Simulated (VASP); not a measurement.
Here is the system:

```cif
data_Os2
_chemical_formula_sum 'Os2'
_space_group_name_H-M_alt 'P 1'
_space_group_IT_number 1
_cell_length_a 2.74131
_cell_length_b 2.74131
_cell_length_c 4.31688
_cell_angle_alpha 90.000
_cell_angle_beta 90.000
_cell_angle_gamma 120.000
loop_
_space_group_symop_operation_xyz
  'x, y, z'
loop_
_atom_site_label
_atom_site_type_symbol
_atom_site_fract_x
_atom_site_fract_y
_atom_site_fract_z
_atom_site_occupancy
Os1 Os 0.33333 0.66667 0.25000 1
Os2 Os 0.66667 0.33333 0.75000 1
```

Method: r2SCAN meta-GGA, VASP's PBE PAW potentials (set 64) (plane waves; VASP). Run with 480 eV cut-off, 14×14×8 Γ-centred mesh, first-order Methfessel-Paxton smearing of 0.10 eV, potentials Os.

Each relaxation starts from this cell; other phases were not tried.

Q: The cell is relaxed at 1 GPa. What happens?

A: The volume per atom goes from 14.05 to 14.02 Å³ (-0.2 %), and the cell becomes a = b = 2.7392 Å, c = 4.3137 Å, α = β = 90.00°, γ = 120.00°, space group P6_3/mmc.

Q: The cell is relaxed at 15 GPa. What happens?

A: The volume per atom goes from 14.05 to 13.61 Å³ (-3.1 %), and the cell becomes a = b = 2.7107 Å, c = 4.2761 Å, α = β = 90.00°, γ = 120.00°, space group P6_3/mmc.

Failed runs are left out, and for metals the shear rows, which the mesh's noise covers.

The compound is Os in the hcp structure.
